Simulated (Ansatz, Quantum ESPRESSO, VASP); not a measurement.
## Fitting the PBE energy curve of Ca3Lu

```
Lu Ca
1.0
     5.36177    0.00000    0.00000
     0.00000    5.36177    0.00000
     0.00000    0.00000    5.36177
Lu Ca
1 3
Direct
  0.50000 0.50000 0.50000
  0.00000 0.00000 0.50000
  0.00000 0.50000 0.00000
  0.50000 0.00000 0.00000
```

The cell comes from a database or a generator and needn't be the stable form of this composition.

The cell was scaled at fixed shape and fractions and run with Ansatz, Ansatz PAW, cutoff 420 eV; PBE, k mesh 5 × 5 × 5 on the cell of 4 atoms, fermi-dirac occupations of 0.05 eV, no spin polarisation, no spin-orbit coupling. Energies are those that the program minimises, any entropy of the smearing included. For a metal such a mesh isn't converged to the digits shown.

| V (Å³/atom) | energy over the lowest row (meV/atom) |
| --- | --- |
| 36.2238 | 10.311 |
| 36.9945 | 4.405 |
| 37.7652 | 1.036 |
| 38.5359 | 0.000 |
| 39.3066 | ? |
| 40.0774 | 4.214 |
| 40.8481 | 9.134 |

Fit the third-order Birch-Murnaghan form, give V0, B0 and B′, and predict the energy left open.

With y = (V0/V)^(2/3), E = E0 + (9 V0 B0/16) [(y - 1)³ B′ + (y - 1)² (6 - 4y)]. Least squares through the rows shown give V0 = 38.5108 Å³/atom, E0 = 0.000 meV, B0 = 22.38 GPa (1 eV/Å³ = 160.218 GPa) and B′ = 3.12, with a largest miss of 0.002 meV. At V = 39.3066 the form with these constants gives 1.117 meV; the run gave 1.120 meV an atom. Other set-ups at this level, from all their volumes (Å³/atom, GPa): Quantum ESPRESSO, SSSP 1.3 efficiency PBE: V0 38.504, B0 22.4; VASP, PBE PAW files Ca_sv, Lu, 520 eV: V0 38.607, B0 22.36.
